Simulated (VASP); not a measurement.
An input for Quantum ESPRESSO's pw.x (written as the equivalent of a VASP run, and not itself run):

```
&CONTROL
  calculation = 'vc-relax'
  pseudo_dir = './pseudo'
  outdir = './out'
  tprnfor = .true.
  tstress = .true.
  nstep = 40
  forc_conv_thr = 0.00078
/
&SYSTEM
  ibrav = 0
  nat = 3
  ntyp = 2
  ecutwfc = 98
  occupations = 'smearing'
  smearing = 'methfessel-paxton'
  degauss = 0.00735
  input_dft = 'pz'
/
&ELECTRONS
  conv_thr = 7.3e-08
  electron_maxstep = 100
/
&IONS
/
&CELL
/
ATOMIC_SPECIES
  Si 28.085 Si.upf
  Ni 58.693 Ni.upf
CELL_PARAMETERS angstrom
     0.0000000    2.6788230    2.6788230
     2.6788230   -0.0000000    2.6788230
     2.6788230    2.6788230    0.0000000
ATOMIC_POSITIONS crystal
  Si   0.2500000  0.2500000  0.2500000
  Si   0.7500000  0.7500000  0.7500000
  Ni   0.0000000  0.0000000  0.0000000
K_POINTS automatic
  10 10 10 0 0 0
```

Task: Translate this input to VASP (INCAR, KPOINTS, POSCAR, choice of POTCAR).

Result: One answer among several that fit: 
**INCAR**
```
SYSTEM=NiSi2
PREC=Accurate; ENCUT=500; LREAL=.False.
LASPH=.True.
EDIFF=1E-6; NELM=100; ALGO=Normal
LMAXMIX=4
ISMEAR=1; SIGMA=0.1
IBRION=2; NSW=40; ISIF=3
EDIFFG=-0.02
LWAVE=.False.; LCHARG=.False.
```

File KPOINTS:
```
Automatic mesh
0
Gamma
10 10 10
0 0 0
```

### POSCAR
```
NiSi2
1
    0.0000000000     2.6788230475     2.6788230475
    2.6788230475    -0.0000000000     2.6788230475
    2.6788230475     2.6788230475     0.0000000000
Si Ni
2 1
Direct
  0.2500000000   0.2500000000   0.2500000000
  0.7500000000   0.7500000000   0.7500000000
  0.0000000000   0.0000000000   0.0000000000
```

POTCAR, in this order: Si Ni (LDA.64 set). Program: vasp_std.

Limits of the translation: the potentials are each code's own (VASP's PAW set, PseudoDojo norm-conserving files in pw.x), so ENCUT and ecutwfc are chosen apart and not converted; conv_thr bounds pw.x's estimated SCF error, while EDIFF bounds the energy change between steps; forc_conv_thr acts on force components and is met together with etot_conv_thr.

The compound is NiSi2 in the fluorite structure. This run relaxes it. Symmetry was kept, so distortions that lower it aren't found.
